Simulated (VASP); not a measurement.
Crystal: Ge3B2C3.

```
CELL_PARAMETERS angstrom
4.89253 0.00000 0.00000
0.00000 4.89253 0.00000
0.00000 0.00000 4.89253
ATOMIC_POSITIONS crystal
Ge 0.50000 0.00000 0.00000
Ge 0.00000 0.50000 0.00000
Ge 0.00000 0.00000 0.50000
B 0.50000 0.50000 0.50000
B 0.00000 0.00000 0.00000
C 0.00000 0.50000 0.50000
C 0.50000 0.00000 0.50000
C 0.50000 0.50000 0.00000
```

The cell was built by a generator and needn't be a form met in nature.

| Item | Value |
| --- | --- |
| Program | VASP 6.6.1 |
| Task | relaxation of cell and atoms |
| Functional | PBE |
| Potentials or basis | VASP PAW PBE potentials, release 64 (Ge_d, B, C) |
| Cutoff | 520 eV |
| k mesh | 4 × 4 × 4 |
| Occupations | gaussian, width 0.15 eV |
| Spin | no spin polarisation |

At the start: pressure -25.3 GPa; volume 14.64 Å³/atom.

Where does the relaxation end?

Over 3 steps the energy falls by 571.4 meV/atom and the volume is 9.84 Å³/atom (-32.8 %); space group Pm-3m (No. 221, to 0.05 Å).

The path:
| step | energy change (eV) | largest force (eV/Å) | pressure (GPa) | volume (Å³) |
| --- | --- | --- | --- | --- |
| 1 | 0.0000 | 0.0000 | -25.35 | 117.11 |
| 2 | -4.5038 | 0.0000 | -6.73 | 82.08 |
| 3 | -4.5712 | 0.0000 | 0.23 | 78.73 |

Final structure:
```
Ge B C
1.0
     4.28597    0.00000    0.00000
     0.00000    4.28597    0.00000
     0.00000    0.00000    4.28597
Ge B C
3 2 3
Direct
  0.50000 0.00000 0.00000
  0.00000 0.50000 0.00000
  0.00000 0.00000 0.50000
  0.50000 0.50000 0.50000
  0.00000 0.00000 0.00000
  0.00000 0.50000 0.50000
  0.50000 0.00000 0.50000
  0.50000 0.50000 0.00000
```

Caveat: the volume moved by over 15 % at a fixed basis, so the end points are rough.
